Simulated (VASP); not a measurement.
The system is NiMoIrPdW.

```
Ni Mo Pd Ir W
1.0
     2.76609    0.00000    0.00000
    -1.38305    2.39551    0.00000
     0.00000    0.00000   11.02278
Ni Mo Pd Ir W
1 1 1 1 1
Direct
  0.33333 0.66667 0.59711
  0.00000 0.00000 0.41074
  0.66667 0.33333 0.79520
  0.66667 0.33333 0.19961
  0.33333 0.66667 0.99734
```

The cell was built by a generator and needn't be a form met in nature.

Base run:

- Program: VASP 6.6.1
- Functional: PBE
- Potentials or basis: VASP PAW PBE potentials, release 64 (Ni, Mo_sv, Pd, Ir, W_sv)
- Cutoff: 520 eV
- k mesh: 11 × 11 × 3
- Occupations: fermi-dirac, width 0.05 eV
- Spin: collinear spin, ferromagnetic start
- Starting moments: [1.0, 1.0, 0.0, 0.6, 0.0] μB

Its results: band gap on the k mesh none (metal or under the smearing width); pressure 0.4 GPa; net moment 0.00 μB per cell; largest force 0.145 eV/Å.

Task: The run is repeated on the same cell with these changes: dispersion from none to TS. What comes out?

Result: Band gap on the k mesh none (metal or under the smearing width); pressure -10.8 GPa; net moment 0.00 μB per cell; largest force 0.216 eV/Å.

Dispersion adds attraction, which lowers the pressure at fixed volume.

Caveats: atom-pairwise D2, TS and ULG terms overbind metals (some runs); pairwise dispersion overbinds metals, which lowers pressure and volume (some runs).

Not every run made on this cell is shown here.
